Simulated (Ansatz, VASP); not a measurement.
## Cross-check of AlPbBrO2 between VASP and Ansatz

Wanted: the spread between two codes on one cell, functional and k mesh. The cell is invented: As first built, before any earlier steps moved the atoms (in the runner's words): it takes the BiPbBrO2 structure with some of its atoms replaced by other elements, volume scaled by an estimate. It may not be a known or stable phase. The cell is taken from a series of VASP runs on this material, whose earlier steps may have relaxed, scaled or displaced it; both programs get it as it stands.

Calculated with Ansatz 0.2.0; plane waves, with VASP 6.6.1 beside it; relaxation of cell and atoms at LDA.

## 1. Starting point

Symmetry: I4mm, No. 107, tetragonal system. Conventional cell: a = 3.648 Å, b = 3.648 Å, c = 12.615 Å, α = 90.00°, β = 90.00°, γ = 90.00°. Nearest to Pb lie 4 O at 2.43 Å and 4 Br at 3.16 Å. Br has 4 Pb at 3.16 Å nearest. Nearest to Al lie 4 O at 1.85 Å. Nearest to O lie 2 Al at 1.85 Å and 2 Pb at 2.43 Å. As first built, before any earlier steps moved the atoms (in the runner's words): sites of the BiPbBrO2 structure (space group 107) filled with other elements, volume scaled by an estimate. Farther neighbours and most contacts between anions are not listed.

## 2. Ansatz: relaxation of cell and atoms, LDA

Ansatz runs on its default PAW (the set named soft_2) files.

The relaxed volume is the usual yardstick between codes: its relative difference is about their pressure difference at one cell divided by the bulk modulus.

Input file input.yaml:

```yaml
crystal:
  lattice:
    - [-1.8239315328, 1.8239315328, 6.3073266977]
    - [1.8239315328, -1.8239315328, 6.3073266977]
    - [1.8239315328, 1.8239315328, -6.3073266977]
  atoms:
    - { symbol: Pb, position: [0.6478232308, 0.6478232308, 0.0] }
    - { symbol: Br, position: [0.0036339193, 0.0036339193, 0.0] }
    - { symbol: Al, position: [0.2990627397, 0.2990627397, 0.0] }
    - { symbol: O, position: [0.7747395551, 0.2747395551, 0.5] }
    - { symbol: O, position: [0.2747395551, 0.7747395551, 0.5] }
hamiltonian:
  xc: lda
  pseudopotentials: { kind: paw }
kpoints:
  mp_grid: { grid: [9, 9, 9] }
scf:
  occupations: { method: gaussian, width: 0.05 }
relax:
  f_tol: 0.01
  max_steps: 60
  cell: { stress_tol: 0.05 }
output:
  forces: true
  stress: true
```

Command:

```console
$ ansatz run input.yaml --threads 4 --pin off --max-ram 9216MiB --backend cpu --events-out ev --progress --plain --runs-dir out
```

Numbers of over 12 decimals in the logs are rounded to 6 here.

The program printed:

```text
basis.fft_grid_basis auto: the FFT boxes are laid along the combinations [[1, 0, 1], [0, 1, 1], [0, 0, 1]] of the cell's own vectors, 3.648, 3.648 and 6.814 Å long. The dense box has 25×25×48 points. Along the cell's own vectors, as sized, it would have 48×48×48, 3.69 times as many. Of the 8 symmetry operations that the crystal satisfies within crystal.symmetry.tolerance (time reversal apart; of a slab, those that ke [...]
Engine: ansatz 0.2.0, aarch64-unknown-linux-gnu
Pseudopotentials: kind: paw
Pseudopotential: Pb, paw, valence charge 14, recommended cutoff 420 eV (normal), Pb.paw.azcp
Pseudopotential: Br, paw, valence charge 7, recommended cutoff 420 eV (normal), Br.paw.azcp
Pseudopotential: Al, paw, valence charge 3, recommended cutoff 420 eV (normal), Al.paw.azcp
Pseudopotential: O, paw, valence charge 6, recommended cutoff 420 eV (normal), O.paw.azcp
Functional definition: SPW92
  exchange = slater_x
  correlation = pw_c
Crystal: 5 atoms, lattice volume = 83.931 Å³
Basis set: ecut = 420 eV, 1641 PW (Γ), FFT grids on a1+a3, a2+a3, a3
Bands: 23, of which v1, the nominal top of the filled ones, is band 18 counted from 1 (17 counted from 0)
Symmetry: 8 space group operations
Space group: I4mm (ITA 107), of the structure as read, at distance tolerance 4.4e-5 Å
k-points: 75 of 729 (time reversal used)
Non-local potential: Pb, projectors of the file, l = 0: 2, l = 1: 2, l = 2: 2, l = 3: 2
Non-local potential: Br, projectors of the file, l = 0: 2, l = 1: 2, l = 2: 2
Non-local potential: Al, projectors of the file, l = 0: 2, l = 1: 2, l = 2: 1
Non-local potential: O, projectors of the file, l = 0: 2, l = 1: 2, l = 2: 1
PAW form: soft (Blöchl's): semilocal exchange-correlation on the pseudo side does not see the compensation charge
PAW frozen core: Pb, regenerated for the run's functional, and the local potential with it (the file was generated under x = pbe(κ = 0.804, μ = 0.219515), c = pbe(β = 0.066725))
PAW frozen core: Br, regenerated for the run's functional, and the local potential with it (the file was generated under x = pbe(κ = 0.804, μ = 0.219515), c = pbe(β = 0.066725))
PAW frozen core: Al, regenerated for the run's functional, and the local potential with it (the file was generated under x = pbe(κ = 0.804, μ = 0.219515), c = pbe(β = 0.066725))
PAW frozen core: O, regenerated for the run's functional, and the local potential with it (the file was generated under x = pbe(κ = 0.804, μ = 0.219515), c = pbe(β = 0.066725))
PAW one-centre angular grid: Pb, 590 points (default); XC on 64 Gauss nodes
PAW one-centre angular grid: Br, 110 points (default); XC on 64 Gauss nodes
PAW one-centre angular grid: Al, 110 points (default); XC on 64 Gauss nodes
PAW one-centre angular grid: O, 110 points (default); XC on 64 Gauss nodes
Initial density: superposition of atomic densities (neutral atoms: chi_scale 0, normalization atom), corrected by the library's trained network
Initial wavefunctions: pseudopotential atomic-orbital guess
Functional: x = slater, c = lda
SCF iter   1: F=—  HF=-15922.821969 eV  |F-HF|=—  |Δ(HF+E_count)|=         —  Δρ=1.23e-2  dr2=1.38e-1  ethr=1.77e-3  ⟨swp⟩=7.0  Hψ=9195  notcnv=0
preconditioner: auto → Resta (q_TF=auto, 2.369 Å⁻¹)  ε∞=4.1  [insulator: Δε(μ)=2.282 eV  Ē_g=13.858 eV  σ=0.050 eV  W_gap=1.00  n_scr=20 (ndim 8)  ℏωp=24.3 eV  f_vac=0.003  D(μ)=0.00/eV (n_scr^D=0)  ε∞_Penn≈4.1]
SCF iter   2: F=—  HF=-15922.793743 eV  |F-HF|=—  |Δ(HF+E_count)|=   2.82e-2  Δρ=4.23e-3  dr2=2.05e-2  ethr=3.85e-4  ⟨swp⟩=2.3  Hψ=3257  notcnv=0  defer=74
SCF iter   3: F=—  HF=-15922.789028 eV  |F-HF|=—  |Δ(HF+E_count)|=   4.71e-3  Δρ=9.72e-4  dr2=1.03e-3  ethr=5.71e-5  ⟨swp⟩=2.5  Hψ=2820  notcnv=0  defer=75
SCF iter   4: F=—  HF=-15922.788708 eV  |F-HF|=—  |Δ(HF+E_count)|=   3.20e-4  Δρ=1.44e-4  dr2=2.34e-5  ethr=2.86e-6  ⟨swp⟩=2.0  Hψ=2423  notcnv=0  defer=75
SCF iter   5: F=—  HF=-15922.788703 eV  |F-HF|=—  |Δ(HF+E_count)|=   4.81e-6  Δρ=3.92e-5  dr2=2.11e-6  ethr=6.51e-8  ⟨swp⟩=2.6  Hψ=3068  notcnv=0  defer=75
SCF iter   6: F=-15922.788702 eV  HF=-15922.788702 eV  |F-HF|=4.47e-8  |Δ(HF+E_count)|=   4.88e-7  Δρ=6.68e-6  dr2=8.91e-8  ethr=2.78e-10  ⟨swp⟩=4.6  Hψ=8201  notcnv=0
SCF 1 converged in 6 iterations: F = -15922.788702 eV  dr2 = 8.91e-8
  greatest PAW one-centre occupation: 0.983 electrons in one spin orbital (limit 2), on the Pb atom at site 0 (counted from 0), in its partial waves of l = 2
relax step   1: F+E_penalty+E_count = -15922.78870245 eV  Δ(F+E_penalty+E_count) = +0.000e0 eV  max|allowed force component| = 2.837e-2 eV/Å  Δτ_max = 0.0000 Å  P = -0.065 GPa  Ω = 83.931 Å³  (6 SCF iters, dr2 threshold 1.00e-7 eV, accepted)
[...]
relax step   2: F+E_penalty+E_count = -15922.78893838 eV  Δ(F+E_penalty+E_count) = -2.359e-4 eV  max|allowed force component| = 1.263e-2 eV/Å  Δτ_max = 0.0092 Å  P = +0.114 GPa  Ω = 83.895 Å³  energy of the carried Pulay correction = +9.380e-5 eV  (5 SCF iters, dr2 threshold 5.03e-8 eV, accepted)
[...]
relax step   3: F+E_penalty+E_count = -15922.78879725 eV  Δ(F+E_penalty+E_count) = +1.411e-4 eV  max|allowed force component| = 6.334e-3 eV/Å  Δτ_max = 0.0009 Å  P = +0.030 GPa  Ω = 83.963 Å³  energy of the carried Pulay correction = -8.579e-5 eV  (4 SCF iters, dr2 threshold 3.81e-8 eV, accepted)
[...]
relax step   4: F+E_penalty+E_count = -15922.78887515 eV  Δ(F+E_penalty+E_count) = -7.790e-5 eV  max|allowed force component| = 6.319e-3 eV/Å  Δτ_max = 0.0000 Å  P = +0.031 GPa  Ω = 83.963 Å³  stress off target by 4.66e-2 GPa  SCF on the basis re-selected at this cell (its energy is not comparable with the rows above)  (5 SCF iters)
basis re-selected at this cell: Δ(F+E_penalty+E_count) = -7.790e-5 eV, ΔP = +0.001 GPa vs the last step (what re-selecting the basis moved, of the pressure what is left beyond the Pulay correction that the steps carried, after the strain that the cell walked since its last selection, with what the two solves' SCF thresholds leave and, on support functions, any second-order correction that the steps lacked; it is no m [...]
SCF converged after 5 iterations
Free energy (F): -15922.788875 eV
Harris-Foulkes:  -15922.788875 eV  (|F-HF|=4.73e-11)
Internal energy: -15922.788875 eV  (E = F + TS)
E sigma→0 (E₀):  -15922.788875 eV
Fermi energy:    8.222974 eV
--- Per-component energies (eV) ---
  E_band       = -65.395910
  E_kinetic    = 800.931512
  E_local      = -2458.074807  (includes V_loc(G=0)·N_el)
  E_nonlocal   = 535.997528
  E_hartree    = 968.168030
  E_xc         = -667.902903
  E_vxc        = -458.206746  (∫ρ·V_xc dr)
  E_paw        = -12998.691731  (= ΣΔE_a)
  E_vpaw       = -422.384471  (= ΣTr[D̂ρ^β])
  E_aug_tail   = 0.005072  (compensation charges beyond the density's cutoff)
  E_ewald      = -2103.599934
  E_core_change = 0.378357  (= ΣΔE_core)
  E_smearing   = -0.000000  (= −TS)
  E_closure    = -0.000000  (closes the sum)
  Σ components = -15922.788875   (vs F -15922.788875, Δ=0.00e0)
--- Forces (eV/Å), atoms counted from 1 ---
  atom   1  Pb     0.00000000    -0.00000000    -0.00488345
  atom   2  Br     0.00000000     0.00000000     0.00219814
  atom   3  Al    -0.00000000     0.00000000    -0.00631638
  atom   4  O     -0.00000000     0.00000000     0.00450657
  atom   5  O      0.00000000    -0.00000000     0.00450657
  max |Σ_I F_I| component: 1.14e-5 eV/Å
--- Stress (GPa, compression-positive) ---
        0.046638      -0.000000       0.000000
       -0.000000       0.046638      -0.000000
        0.000000      -0.000000       0.000281
  P = ⅓ Tr σ = 0.0312 GPa (0.312 kbar)
--- Relaxed structure (3 steps of the walk, 3 accepted, 1 SCFs on fresh bases) ---
  F+E_penalty+E_count = -15922.78887515 eV   max|allowed force component| = 6.319e-3 eV/Å   (the final SCF, on the basis selected at the relaxed cell)
  cell:  # Å, volume = 83.9635 Å³
    - [-1.824130, 1.824130, 6.308397]
    - [1.824130, -1.824130, 6.308397]
    - [1.824130, 1.824130, -6.308397]
  atoms:
    - { symbol: Pb, position: [0.647844, 0.647844, 0] }
    - { symbol: Br, position: [0.00429154, 0.00429154, 0] }
    - { symbol: Al, position: [0.298841, 0.298841, 0] }
    - { symbol: O, position: [0.774511, 0.274511, 0.500000] }
    - { symbol: O, position: [0.274511, 0.774511, 0.500000] }
```

It took 12 s on 4 threads of Arm Neoverse V2, shared host; peak memory 0.43 GiB; 46 s of CPU time.

## 3. VASP: relaxation of cell and atoms, LDA

The same cell, functional (in two slightly different forms), mesh and smearing now go to VASP, with its own data sets and cutoff.

Lines of VASP's logs that name or quote its potential files are left out, and so is its time.

Input file INCAR:

```
SYSTEM = AlPbBrO2
PREC = Accurate
ENCUT = 520
EDIFF = 1E-06
NELM = 100
ISMEAR = 0
SIGMA = 0.05
LREAL = .FALSE.
ALGO = Normal
GGA = CA
NBANDS = 24
LORBIT = 11
LWAVE = .FALSE.
LCHARG = .FALSE.
KPAR = 2
IBRION = 2
NSW = 60
ISIF = 3
EDIFFG = -0.01
```

Input file POSCAR:

```
AlPbBrO2
1.0
   -1.8239315328      1.8239315328      6.3073266977
    1.8239315328     -1.8239315328      6.3073266977
    1.8239315328      1.8239315328     -6.3073266977
Pb Br Al O
1 1 1 2
Direct
    0.6478232308      0.6478232308      0.0000000000
    0.0036339193      0.0036339193      0.0000000000
    0.2990627397      0.2990627397      0.0000000000
    0.7747395551      0.2747395551      0.5000000000
    0.2747395551      0.7747395551      0.5000000000
```

Input file KPOINTS:

```
Automatic mesh
0
Gamma
9 9 9
0 0 0
```

Potentials, in the order of the species: Pb_d, Br, Al and O (LDA family, release 64).

Command:

```console
$ mpirun -np 2 vasp_std
```

The program printed:

```text
[banner, memory and clock lines left out]
running    2 mpi-ranks, on    1 nodes
 distrk:  each k-point on    1 cores,    2 groups
 distr:  one band on    1 cores,    1 groups

 POSCAR found type information on POSCAR PbBrAlO
 POSCAR found :  4 types and       5 ions
 LDA part: xc-table for (Slater(with rela. corr.)+CA(PZ))
 , standard interpolation
 POSCAR, INCAR and KPOINTS ok, starting setup
 FFT: planning ... GRIDC
 FFT: planning ... GRID_SOFT
 FFT: planning ... GRID
 WAVECAR not read
 entering main loop
       N       E                     dE             d eps       ncg     rms          rms(c)
DAV:   1     0.336612397803E+03    0.33661E+03   -0.17596E+04  3600   0.155E+03
DAV:   2     0.390494149394E+01   -0.33271E+03   -0.31759E+03  3904   0.406E+02
DAV:   3    -0.339342706089E+02   -0.37839E+02   -0.36761E+02  4696   0.137E+02
DAV:   4    -0.351610157553E+02   -0.12267E+01   -0.12256E+01  4104   0.274E+01
DAV:   5    -0.352029670576E+02   -0.41951E-01   -0.41945E-01  5000   0.516E+00    0.122E+01
DAV:   6    -0.305073928163E+02    0.46956E+01   -0.18170E+01  5408   0.355E+01    0.488E+00
DAV:   7    -0.303935187842E+02    0.11387E+00   -0.11019E+00  3984   0.718E+00    0.276E+00
DAV:   8    -0.302978389691E+02    0.95680E-01   -0.33995E-01  4664   0.415E+00    0.682E-01
DAV:   9    -0.302857471792E+02    0.12092E-01   -0.47729E-02  5744   0.221E+00    0.257E-01
DAV:  10    -0.302862140675E+02   -0.46689E-03   -0.79248E-03  4544   0.634E-01    0.139E-01
DAV:  11    -0.302861861412E+02    0.27926E-04   -0.72233E-04  4744   0.186E-01    0.528E-02
DAV:  12    -0.302861863209E+02   -0.17972E-06   -0.47398E-05  4624   0.614E-02    0.645E-03
DAV:  13    -0.302861862748E+02    0.46100E-07   -0.12417E-05  4712   0.247E-02    0.438E-03
DAV:  14    -0.302861862107E+02    0.64131E-07   -0.10474E-06  2848   0.113E-02
   1 F= -.30286186E+02 E0= -.30286186E+02  d E =-.302862E+02
[...]
2 F= -.30286353E+02 E0= -.30286353E+02  d E =-.166568E-03
[...]
3 F= -.30286475E+02 E0= -.30286475E+02  d E =-.289145E-03
[...]
4 F= -.30286474E+02 E0= -.30286474E+02  d E =-.288127E-03
[...]
5 F= -.30286536E+02 E0= -.30286536E+02  d E =-.618898E-04
 trial-energy change:   -0.000062  1 .order   -0.000065   -0.000085   -0.000045
 step:   1.9439(harm=  1.9439)  dis= 0.00202  next Energy=   -30.286564 (dE=-0.900E-04)
 bond charge predicted
       N       E                     dE             d eps       ncg     rms          rms(c)
DAV:   1    -0.302866899838E+02   -0.15324E-03   -0.13750E-02  3600   0.108E+00    0.759E-02
DAV:   2    -0.302865824630E+02    0.10752E-03   -0.57756E-04  4648   0.219E-01    0.329E-02
DAV:   3    -0.302865564596E+02    0.26003E-04   -0.67086E-05  4952   0.101E-01    0.133E-02
DAV:   4    -0.302865520377E+02    0.44220E-05   -0.15466E-05  5792   0.436E-02    0.562E-03
DAV:   5    -0.302865514422E+02    0.59544E-06   -0.23703E-06  3072   0.147E-02
   6 F= -.30286551E+02 E0= -.30286551E+02  d E =-.771043E-04
 curvature:  -1.05 expect dE=-0.211E-04 dE for cont linesearch -0.124E-06
 trial: gam= 0.30714 g(F)=  0.136E-04 g(S)=  0.646E-05 ort =-0.344E-05 (trialstep = 0.112E+01)
 search vector abs. value=  0.274E-04
 reached required accuracy - stopping structural energy minimisation
```

Parts of OUTCAR (step 3):

```text
ion  position               nearest neighbor table
   1  0.648  0.648  0.000-   5 2.43   4 2.43   4 2.43   5 2.43   2 3.16   2 3.16   2 3.16   2 3.16
                             3 3.21   3 3.21   3 3.21   3 3.21
   2  0.004  0.004  0.000-   1 3.16   1 3.16   1 3.16   1 3.16
   3  0.299  0.299  0.000-   4 1.85   5 1.85   5 1.85   4 1.85   1 3.21   1 3.21   1 3.21   1 3.21

  LATTYP: Found a body centered tetragonal cell.
 ALAT       =     3.6478630656
 C/A-ratio  =     3.4580940042

 Subroutine GETGRP returns: Found  8 space group operations
 (whereof  8 operations were pure point group operations)

The static configuration has the point symmetry C_4v.

 Found     75 irreducible k-points:

   k-points           NKPTS =     75   k-points in BZ     NKDIM =     75   number of bands    NBANDS=     24

   dimension x,y,z NGX =    54 NGY =   54 NGZ =   54
   dimension x,y,z NGXF=   108 NGYF=  108 NGZF=  108

   ENCUT  =  520.0 eV  38.22 Ry    6.18 a.u.  12.67 12.67 12.67*2*pi/ulx,y,z

   NELECT =      36.0000    total number of electrons

 k-points in reciprocal lattice and weights: Automatic mesh
   0.00000000  0.00000000  0.00000000       0.001
   0.11111111  0.00000000  0.00000000       0.011
   0.22222222  0.00000000  0.00000000       0.011
   0.33333333  0.00000000  0.00000000       0.011
   0.44444444  0.00000000  0.00000000       0.011
   0.11111111  0.11111111  0.00000000       0.011
   0.22222222  0.11111111  0.00000000       0.022
   0.33333333  0.11111111  0.00000000       0.022
   0.44444444  0.11111111  0.00000000       0.022
[...]
-0.44444444  0.44444444  0.44444444       0.005
  -0.44444444 -0.44444444  0.44444444       0.003

 average (electrostatic) potential at core
       1 -91.3790       2 -65.9517       3 -73.5022       4 -70.7472       5 -70.7472

 E-fermi :   4.8269

 k-point     1 :       0.0000    0.0000    0.0000
  band No.  band energies     occupation
    ...
     14       2.9510      2.00000
     15       3.1799      2.00000
     16       3.1799      2.00000
     17       3.5020      2.00000
     18       3.5020      2.00000
     19       7.4874      0.00000
     20       8.5360      0.00000
     21      10.7234      0.00000
     22      10.7234      0.00000
     23      11.2230      0.00000
    ...

 k-point     2 :       0.1111    0.0000    0.0000
  band No.  band energies     occupation
    ...
     14       2.6752      2.00000
     15       3.0691      2.00000
     16       3.2252      2.00000
     17       3.5332      2.00000
     18       3.8235      2.00000
     19       7.4749      0.00000
     20       8.8943      0.00000
     21      10.2718      0.00000
     22      10.7565      0.00000
     23      11.1131      0.00000
    ...

 k-point     3 :       0.2222    0.0000    0.0000
  band No.  band energies     occupation
    ...
     14       2.3794      2.00000
     15       2.7347      2.00000
     16       2.9626      2.00000
     17       3.6577      2.00000
     18       4.3258      2.00000
     19       7.3801      0.00000
     20       9.3785      0.00000
     21       9.9641      0.00000
     22      10.8404      0.00000
     23      10.9981      0.00000
    ...

  Total        0.0180617      0.0180617     -0.0041289      0.0000000      0.0000000      0.0000000
  in kB        0.3443522      0.3443522     -0.0787181      0.0000000      0.0000000      0.0000000
  external PRESSURE =       0.2033288 kB  Pullay stress =       0.0000000 kB

  energy-cutoff  :      520.00
  volume of cell :       84.04
      direct lattice vectors                 reciprocal lattice vectors
    -1.826269610  1.826269610  6.299080796     0.000000000  0.273782139  0.079376661
     1.826269610 -1.826269610  6.299080796     0.273782139  0.000000000  0.079376661
     1.826269610  1.826269610 -6.299080796     0.273782139  0.273782139  0.000000000

 POSITION                                       TOTAL-FORCE (eV/Angst)
 -----------------------------------------------------------------------------------
      0.00000      0.00000      8.16025        -0.000000     -0.000000     -0.008798
      0.00000      0.00000      0.04820         0.000000      0.000000      0.003766
      0.00000      0.00000      3.76984        -0.000000     -0.000000     -0.009344
      0.00000      1.82627      3.45947         0.000000     -0.000000      0.007188
      1.82627      0.00000      3.45947        -0.000000      0.000000      0.007188
 -----------------------------------------------------------------------------------
    total drift:                                0.000000      0.000000     -0.000029

  FREE ENERGIE OF THE ION-ELECTRON SYSTEM (eV)
  ---------------------------------------------------
  free  energy   TOTEN  =       -30.2865514422 eV

  energy  without entropy=      -30.2865514422  energy(sigma->0) =      -30.28655144

 reached required accuracy - stopping structural energy minimisation

 total charge
# of ion       s       p       d       tot
------------------------------------------
    1        1.497   0.535   9.878  11.909
    2        1.620   3.224   0.014   4.859
    3        0.319   0.363   0.000   0.682
    4        1.550   3.508   0.000   5.058
    5        1.550   3.508   0.000   5.058
--------------------------------------------------
tot          6.536  11.138   9.892  27.566

[... 3 further parts left out ...]
```

## 4. Side by side

Known differences besides the potentials themselves: the two LDA forms differ slightly; both relaxations stop at a tolerance, which leaves soft axes loose, and VASP keeps its plane-wave basis; the cutoff is 420 eV in Ansatz and 520 eV in VASP; VASP's log shows a relativistic correction to its local exchange, Ansatz's none; Ansatz adds a Pulay correction to the stress that steers its cell, VASP none. Total energies have different zeros and are not compared.

Compared:

| quantity | Ansatz | VASP | difference |
| --- | --- | --- | --- |
| volume (Å³) | 83.96 | 84.04 | -0.09 % |
| edge a after relaxation, in the typed setting (Å) | 6.816 | 6.808 | +0.11 % |

The walks stopped with 0.03 GPa left in Ansatz and 0.02 GPa in VASP; each walk ends within a tolerance, so the volume difference is uncertain by about these residues over the bulk modulus, most in soft cells.

## 5. Results

```yaml
difference_in_edge_a_after_relaxation_in_the_typed_setting_relaxation_of_cell_and_atoms_lda: 0.11 %
```

The difference in edge a after relaxation, in the typed setting is 0.11 % (relaxation of cell and atoms, LDA), within the 1.2 % picked in this series as the mark of a large difference, as far as the stopping tolerances let one tell. How closely two codes agree says nothing of how well the functional describes the real material.

[Lines on the potential files, build, host, timing and source positions are cut from VASP's logs without a mark.]

[Logs are printed without paths, hosts, clocks, repeated set-up lines and the standing remarks that a program may print on its own settings, such as how far it seeks lower states.]

[Hosts, paths, dates, database ids (printed as entryN), source tags and the programs' standing remarks are cut or masked in the printed files.]
